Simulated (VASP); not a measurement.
# Which face does Rh expose?, part 4 of 5

How do surface energy, work function and relaxation of Rh depend on the face?

VASP 6.6.1; PBEsol; plane waves and PAW (Rh).

So far. Step 5 (Vacuum level and density of states, 7 atoms, face …): The vacuum level lies 5.30 eV above the Fermi level at the upper face; both faces agree, as the slab has next to no dipole. Step 6 (Relaxing the slab, 7 atoms, face Rh(100)): The run ended after 8 ionic steps, 0.053 eV below its first step, once the forces on the free atoms met EDIFFG = -0.03.

**7. Potential and states of the slab, 7 atoms, face Rh(100)**

INCAR reads:

```
SYSTEM = Rh
PREC = Normal
ENCUT = 320
EDIFF = 1E-06
NELM = 120
ISMEAR = 1
SIGMA = 0.15
LREAL = .FALSE.
ALGO = Fast
GGA = PS
NBANDS = 39
LASPH = .TRUE.
LORBIT = 11
LWAVE = .FALSE.
LCHARG = .TRUE.
KPAR = 4
IDIPOL = 3
LDIPOL = .TRUE.
DIPOL = 0.5 0.5 0.5
LVHAR = .TRUE.
LVACPOTAV = .TRUE.
NEDOS = 1500
```

POSCAR reads:

```
Rh
1.0
    2.6689205601      0.0000000000      0.0000000000
    0.0000000000      2.6689205601      0.0000000000
    0.0000000000      0.0000000000     26.3232709590
Rh
7
Direct
    0.0000000000      0.0000000000      0.2873795926
    0.5000000000      0.5000000000      0.3561413399
    0.0000000000      0.0000000000      0.4279078905
    0.5000000000      0.5000000000      0.5000000000
    0.0000000000      0.0000000000      0.5720921095
    0.5000000000      0.5000000000      0.6438586601
    0.0000000000      0.0000000000      0.7126204074
```

KPOINTS reads:

```
Automatic mesh
0
Gamma
11 11 1
0 0 0
```

The projector-augmented-wave data sets are Rh (PBE family, release 64).

Started as:

```bash
mpirun -np 4 vasp_std
```

The program printed:

```text
[... set-up lines as in an earlier step ...]
 entering main loop
       N       E                     dE             d eps       ncg     rms          rms(c)
DAV:   1     0.307692070121E+03    0.30769E+03   -0.22966E+04  1653   0.986E+02
DAV:   2    -0.421413048712E+02   -0.34983E+03   -0.32642E+03  1877   0.262E+02
DAV:   3    -0.582177261672E+02   -0.16076E+02   -0.15008E+02  2226   0.525E+01
DAV:   4    -0.587967865967E+02   -0.57906E+00   -0.56570E+00  2068   0.934E+00
DAV:   5    -0.588245238470E+02   -0.27737E-01   -0.27415E-01  2355   0.168E+00    0.296E+01
RMM:   6    -0.556160597935E+02    0.32085E+01   -0.10443E+01  1670   0.182E+01    0.132E+01
RMM:   7    -0.100480281013E+03   -0.44864E+02   -0.55089E+01  2411   0.251E+01    0.473E+01
RMM:   8    -0.648943510502E+02    0.35586E+02   -0.12362E+01  1824   0.133E+01    0.268E+01
RMM:   9    -0.581537679673E+02    0.67406E+01   -0.69093E+00  1765   0.100E+01    0.192E+01
RMM:  10    -0.554185458335E+02    0.27352E+01   -0.44842E+00  1866   0.687E+00    0.906E+00
RMM:  11    -0.553826429292E+02    0.35903E-01   -0.10525E+00  1840   0.363E+00    0.846E+00
RMM:  12    -0.546536025453E+02    0.72904E+00   -0.17923E-01  1728   0.170E+00    0.347E+00
RMM:  13    -0.545883822006E+02    0.65220E-01   -0.81631E-02  1890   0.876E-01    0.167E+00
RMM:  14    -0.545902408837E+02   -0.18587E-02   -0.13951E-02  2132   0.285E-01    0.166E+00
RMM:  15    -0.545822688851E+02    0.79720E-02   -0.71812E-03  1909   0.223E-01    0.109E+00
RMM:  16    -0.545807683055E+02    0.15006E-02   -0.20510E-02  2302   0.466E-01    0.946E-01
RMM:  17    -0.545797704903E+02    0.99782E-03   -0.41481E-03  1821   0.249E-01    0.988E-01
RMM:  18    -0.545760762436E+02    0.36942E-02   -0.34475E-03  1764   0.244E-01    0.138E-01
RMM:  19    -0.545761836896E+02   -0.10745E-03   -0.83772E-04  1905   0.916E-02    0.938E-02
RMM:  20    -0.545762157602E+02   -0.32071E-04   -0.21125E-04  1824   0.531E-02    0.125E-01
RMM:  21    -0.545761838405E+02    0.31920E-04   -0.22957E-04  1871   0.613E-02    0.722E-02
RMM:  22    -0.545761704481E+02    0.13392E-04   -0.44966E-05  1998   0.233E-02    0.420E-02
RMM:  23    -0.545761970741E+02   -0.26626E-04   -0.15507E-05  1695   0.131E-02    0.254E-02
RMM:  24    -0.545762269055E+02   -0.29831E-04   -0.23658E-05  1919   0.177E-02    0.138E-02
RMM:  25    -0.545762456467E+02   -0.18741E-04   -0.66544E-06  1527   0.921E-03    0.178E-02
RMM:  26    -0.545762718011E+02   -0.26154E-04   -0.57281E-06  1260   0.733E-03    0.826E-03
RMM:  27    -0.545762799311E+02   -0.81300E-05   -0.88338E-07   925   0.397E-03    0.845E-03
RMM:  28    -0.545762996157E+02   -0.19685E-04   -0.24447E-06   979   0.590E-03    0.340E-03
RMM:  29    -0.545763055404E+02   -0.59248E-05   -0.40708E-07   891   0.243E-03    0.174E-03
RMM:  30    -0.545763081151E+02   -0.25747E-05   -0.19580E-07   673   0.161E-03    0.378E-03
RMM:  31    -0.545763095303E+02   -0.14152E-05   -0.10426E-07   423   0.132E-03    0.653E-04
RMM:  32    -0.545763098328E+02   -0.30248E-06   -0.66189E-08   415   0.120E-03
 [... a notice as in an earlier step ...]

   1 F= -.54576310E+02 E0= -.54575063E+02  d E =-.374146E-02
```

It took 40 s on 4 MPI ranks of AMD EPYC 7R43, shared host; peak memory 0.58 GiB; 2.6 min of CPU time.

OUTCAR, selected parts (step 7):

```text
   NELECT =      63.0000    total number of electrons

 dipolmoment           0.000000      0.000000     -0.000000 electrons x Angstroem

 E-fermi :   3.4690

 k-point     1 :       0.0000    0.0000    0.0000
  band No.  band energies     occupation
    ...
     29       2.6249      2.00000
     30       2.9696      2.00003
     31       3.2008      2.02977
     32       3.2008      2.02977
     33       3.3771      1.85110
     34       3.7859     -0.01094
     35       3.9432     -0.00007
     36       3.9583     -0.00004
     37       3.9583     -0.00004
     38       4.0666     -0.00000
    ...

  Total       -3.0489491     -3.0489491     -0.9426993      0.0000000     -0.0000000      0.0000000
  in kB      -26.0525118    -26.0525118     -8.0551311      0.0000000     -0.0000000      0.0000000
  external PRESSURE =     -20.0533849 kB  Pullay stress =       0.0000000 kB

 POSITION                                       TOTAL-FORCE (eV/Angst)
 -----------------------------------------------------------------------------------
      0.00000      0.00000      7.56477        -0.000000      0.000000      0.017383
      1.33446      1.33446      9.37480        -0.000000     -0.000000      0.018455
      0.00000      0.00000     11.26394        -0.000000     -0.000000      0.031187
      1.33446      1.33446     13.16164        -0.000000     -0.000000      0.000000
      0.00000      0.00000     15.05934        -0.000000      0.000000     -0.031187
      1.33446      1.33446     16.94847         0.000000      0.000000     -0.018455
      0.00000      0.00000     18.75850         0.000000     -0.000000     -0.017383
 -----------------------------------------------------------------------------------
    total drift:                                0.000000      0.000000     -0.000000

  FREE ENERGIE OF THE ION-ELECTRON SYSTEM (eV)
  ---------------------------------------------------
  free  energy   TOTEN  =       -54.5763098328 eV

  energy  without entropy=      -54.5725683758  energy(sigma->0) =      -54.57506268

 vacuum level on the upper side and lower side of the slab         8.628         8.628

[... 7 parts as in an earlier step ...]

[... 10 further parts left out ...]
```

This step gave:

```
electronic cycles                          : 32
Fermi energy                               : 3.469 eV
vacuum levels                              : 8.628, 8.628 eV
work functions of the upper and lower face : 5.159, 5.159 eV
```

The planar average of the electrostatic potential oscillates, so the rows of the table below give means over windows of 1.87 Å about each position, cut where the curve ends. Its maxima inside the range that stand out by 2 % of the span (Å: eV): 8.4: -5.14, 10.3: -3.94, 12.2: -3.84, 14.1: -3.84, 16.0: -3.94, 17.9: -5.14. Its minima: 7.6: -18.4, 9.3: -18.8, 11.3: -18.7, 13.2: -18.7, 15.0: -18.7, 17.0: -18.8, 18.8: -18.4.

Zero at the Fermi level. Table of planar average of the electrostatic potential by height; means over each step:

height (Å), planar average of the electrostatic potential (eV) and a bar from the least value:
```
     0.94        5.2 ##############################
     2.81        5.2 ##############################
     4.68        5.1 ##############################
     6.54       -2.7 #################
     8.42      -12.7 
    10.29      -12.0 #
    12.16      -11.8 #
    14.03      -11.8 #
    15.90      -12.0 #
    17.77      -12.7 
    19.64       -4.4 ##############
    21.50        5.1 ##############################
    23.38        5.2 ##############################
    25.25        5.2 ##############################
```

Density of states in the PAW spheres, an atom over height of the layer and energy from the Fermi level.

Values in states/eV, 22 rows by 7 columns, each cell a mean:
```
1.62 1.85 1.85 1.77 1.85 1.85 1.62
1.65 1.29 1.21 1.45 1.21 1.29 1.65
1.88 1.17 0.95 1.25 0.95 1.17 1.88
1.90 1.22 1.10 1.03 1.10 1.22 1.90
1.81 1.18 1.71 1.24 1.71 1.18 1.81
1.82 0.94 1.29 1.45 1.29 0.94 1.82
1.60 0.93 0.99 1.19 0.99 0.93 1.60
1.94 1.21 1.29 1.39 1.29 1.21 1.94
1.60 1.95 1.95 1.86 1.95 1.95 1.60
1.29 1.59 1.94 1.60 1.94 1.59 1.29
0.90 1.09 1.28 1.32 1.28 1.09 0.90
1.07 1.16 1.27 1.25 1.27 1.16 1.07
1.15 1.42 0.98 1.11 0.98 1.42 1.15
1.06 1.47 0.97 1.33 0.97 1.47 1.06
1.19 1.95 1.32 1.36 1.32 1.95 1.19
0.59 1.89 1.88 1.50 1.88 1.89 0.59
0.35 1.32 1.38 1.24 1.38 1.32 0.35
0.12 0.46 0.57 0.60 0.57 0.46 0.12
0.03 0.10 0.08 0.05 0.08 0.10 0.03
0.03 0.10 0.11 0.10 0.11 0.10 0.03
0.01 0.03 0.04 0.04 0.04 0.03 0.01
0.01 0.02 0.04 0.04 0.04 0.02 0.01
```
Columns: height of the layer (Å) from 7.6 to 18.8; rows upwards: energy from the Fermi level (eV) from -7.9 to 0.5.

Valence density in the ca plane at fractional y = 0.000, with atoms of Rh within 0.2 Å of it. It is the smooth field of the valence electrons, not physical close to the nuclei.

Ten even steps from '0' (0.0 e/Å³) to '9' (4.1 e/Å³), each cell a mean:
```
85200001368520000025863100002587310000000000
43100000134310000013431000001343100000000000
11000000111100000001111000000111000000000000
00000000000000000000000000000000000000000000
10000000011100000001110000000111000000000000
32100000123210000012321000001232100000000000
64100001256410000024652100002465200000000000
96200001489620000026973100002698410000000000
```
Columns run along c (16.0 Å, from fractional 0.29 to 0.90 of the cell), rows up along a (2.7 Å). Atoms in or near the plane, at fractional coordinates: Rh at (0.43, 0.00), Rh at (0.57, 0.00), Rh at (0.71, 0.00).

The map of layer states is cut here 0.5 eV above the Fermi level, so it leaves out the states above that.

The vacuum level lies 5.16 eV above the Fermi level at the upper face; both faces agree, as the slab has next to no dipole.

The program found no field-free point at its default tolerance, but its printed level agrees with the flat part of the planar average.

On this mesh the fine structure of the density of states is sampling noise, and high empty states may be cut by the number of bands.

**8. Relaxing the slab, 9 atoms, face Rh(110)**

System of this step: Rh(110). The cell holds 9 atoms: 9 Rh. Cell: a = 3.774 Å, b = 2.669 Å, c = 25.676 Å, α = 90.0°, β = 90.0°, γ = 90.0°. It derives from Rh. 9 layers of fcc Rh, cut at this functional's lattice. Vacuum lies along c.

INCAR reads:

```
SYSTEM = Rh
PREC = Normal
ENCUT = 320
EDIFF = 1E-05
NELM = 120
ISMEAR = 1
SIGMA = 0.15
LREAL = .FALSE.
ALGO = Fast
GGA = PS
NBANDS = 50
LASPH = .TRUE.
LORBIT = 11
LWAVE = .FALSE.
LCHARG = .FALSE.
KPAR = 4
IBRION = 2
NSW = 40
ISIF = 2
EDIFFG = -0.03
POTIM = 0.4
MAXMIX = 40
```

POSCAR reads:

```
Rh
1.0
    3.7744236530      0.0000000000      0.0000000000
    0.0000000000      2.6689205601      0.0000000000
    0.0000000000      0.0000000000     25.6756822404
Rh
9
Direct
    0.0000000000      0.0000000000      0.2921051900
    0.5000000000      0.5000000000      0.3440788900
    0.0000000000      0.0000000000      0.3960525900
    0.5000000000      0.5000000000      0.4480263000
    0.0000000000      0.0000000000      0.5000000000
    0.5000000000      0.5000000000      0.5519737000
    0.0000000000      0.0000000000      0.6039474100
    0.5000000000      0.5000000000      0.6559211100
    0.0000000000      0.0000000000      0.7078948100
```

KPOINTS reads:

```
Automatic mesh
0
Gamma
8 11 1
0 0 0
```

Started as:

```bash
mpirun -np 4 vasp_std
```

The program printed:

```text
[banner, memory and clock lines left out]
running    4 mpi-ranks, on    1 nodes
[...]
[... a notice as in an earlier step ...]

 LDA part: xc-table for (Slater+PW92), standard interpolation
 POSCAR, INCAR and KPOINTS ok, starting setup
[...]
entering main loop
       N       E                     dE             d eps       ncg     rms          rms(c)
DAV:   1     0.393225701996E+03    0.39323E+03   -0.29221E+04  3032   0.980E+02
DAV:   2    -0.516084090861E+02   -0.44483E+03   -0.41598E+03  3400   0.260E+02
DAV:   3    -0.741171404986E+02   -0.22509E+02   -0.20852E+02  3950   0.535E+01
DAV:   4    -0.751866230007E+02   -0.10695E+01   -0.10223E+01  3904   0.109E+01
[...]
RMM:  19    -0.696517598408E+02   -0.39524E-03   -0.12470E-03  3350   0.973E-02    0.186E-01
RMM:  20    -0.696515377531E+02    0.22209E-03   -0.18375E-04  3147   0.464E-02    0.687E-02
RMM:  21    -0.696515430083E+02   -0.52553E-05   -0.87985E-05  2644   0.284E-02
   1 F= -.69651543E+02 E0= -.69651560E+02  d E =-.696515E+02
[... from here on, the cycles between the ionic steps are left out ...]
   2 F= -.69755046E+02 E0= -.69754613E+02  d E =-.103503E+00
   3 F= -.69782777E+02 E0= -.69782113E+02  d E =-.131234E+00
   4 F= -.69782785E+02 E0= -.69782126E+02  d E =-.131242E+00
   5 F= -.69787007E+02 E0= -.69786376E+02  d E =-.422200E-02
   6 F= -.69789364E+02 E0= -.69788801E+02  d E =-.657904E-02
   7 F= -.69789702E+02 E0= -.69789179E+02  d E =-.691680E-02
   8 F= -.69792759E+02 E0= -.69792186E+02  d E =-.305714E-02
   9 F= -.69793701E+02 E0= -.69793118E+02  d E =-.399924E-02
  10 F= -.69794386E+02 E0= -.69793753E+02  d E =-.468439E-02
  11 F= -.69794368E+02 E0= -.69793745E+02  d E =-.466601E-02
  12 F= -.69794385E+02 E0= -.69793756E+02  d E =-.468327E-02
  13 F= -.69795406E+02 E0= -.69794717E+02  d E =-.102086E-02
 trial-energy change:   -0.001021  1 .order   -0.000946   -0.001631   -0.000262
 step:   2.2444(harm=  2.3465)  dis= 0.00825  next Energy=   -69.795424 (dE=-0.104E-02)
 reached required accuracy - stopping structural energy minimisation
```

The job ended after 5.1 min (4 MPI ranks; peak memory 0.9 GiB).

From OUTCAR (step 8):

```text
  Total       -2.9503990     -4.2854345     -0.7131879      0.0000000      0.0000000      0.0000000
  in kB      -18.2760802    -26.5458819     -4.4178022      0.0000000      0.0000000      0.0000000
  external PRESSURE =     -16.4132548 kB  Pullay stress =       0.0000000 kB

 POSITION                                       TOTAL-FORCE (eV/Angst)
 -----------------------------------------------------------------------------------
      0.00000      0.00000      7.61471        -0.000000      0.000000      0.005141
      1.88721      1.33446      8.82296         0.000000     -0.000000      0.018709
      3.77442      0.00000     10.16968         0.000000     -0.000000     -0.009844
      1.88721      1.33446     11.52721         0.000000     -0.000000     -0.019573
      0.00000      0.00000     12.83784         0.000000     -0.000000      0.000000
      1.88721      1.33446     14.14847        -0.000000     -0.000000      0.019573
      0.00000      0.00000     15.50600         0.000000     -0.000000      0.009844
      1.88721      1.33446     16.85272         0.000000     -0.000000     -0.018709
      0.00000      2.66892     18.06098         0.000000     -0.000000     -0.005141
 -----------------------------------------------------------------------------------
    total drift:                                0.000000      0.000000     -0.000000

  FREE ENERGIE OF THE ION-ELECTRON SYSTEM (eV)
  ---------------------------------------------------
  free  energy   TOTEN  =       -69.7954058159 eV

  energy  without entropy=      -69.7933379699  energy(sigma->0) =      -69.79471653

[... 1 part as in an earlier step ...]

[... 3 further parts left out ...]
[key lines of the parts left out:]
E-fermi :   3.1597
```

The run keeps the 8 symmetry operations of its start, so it cannot find a distortion of lower symmetry.

[end of part 4 of 5]

[Lines on the potential files, build, host, timing and source positions are cut from VASP's logs without a mark.]

[Logs are printed without paths, hosts, clocks, repeated set-up lines and the standing remarks that a program may print on its own settings, such as how far it seeks lower states.]

[Hosts, paths, dates, database ids (printed as entryN), source tags and the programs' standing remarks are cut or masked in the printed files.]

[Runs that stopped without an error message from VASP are left out.]
